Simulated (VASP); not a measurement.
Here is the system:

```xyz
2
Lattice="3.6971 -1.8869 0.0010 3.6971 1.8869 0.0010 2.7333 0.0000 3.1238" Properties=species:S:1:pos:R:3 pbc="T T T"
As     2.2964     0.0000     0.7088
As     7.8311     0.0000     2.4171
```

Method: r2SCAN+rVV10, VASP's PBE PAW potentials (set 64) (plane waves; VASP). Settings: 520 eV cut-off, 13×13×13 Γ-centred mesh, tetrahedra with Blöchl corrections, potentials As.

Q: Give the energies of bands 2 to 8 at the high-symmetry points, in eV from the Fermi level.

A: 
| band | Γ | T | H2 | L | S0 | F |
|---|---|---|---|---|---|---|
| 2 | -6.12 | -10.51 | -11.16 | -11.66 | -11.41 | -10.23 |
| 3 | -2.81 | -2.02 | -6.22 | -3.15 | -6.50 | -6.31 |
| 4 | -2.31 | -2.02 | -5.71 | -3.11 | -3.86 | -4.54 |
| 5 | -2.31 | -0.56 | -1.63 | -0.56 | -3.79 | -4.46 |
| 6 | 1.66 | 0.66 | 1.23 | -0.29 | 3.27 | 1.58 |
| 7 | 2.87 | 0.66 | 5.37 | 0.33 | 3.29 | 5.49 |
| 8 | 2.87 | 1.80 | 5.60 | 1.31 | 5.64 | 7.07 |

It has no gap at this level: it comes out as a metal or semimetal.

The compound is As in the a7 structure. It was relaxed first.
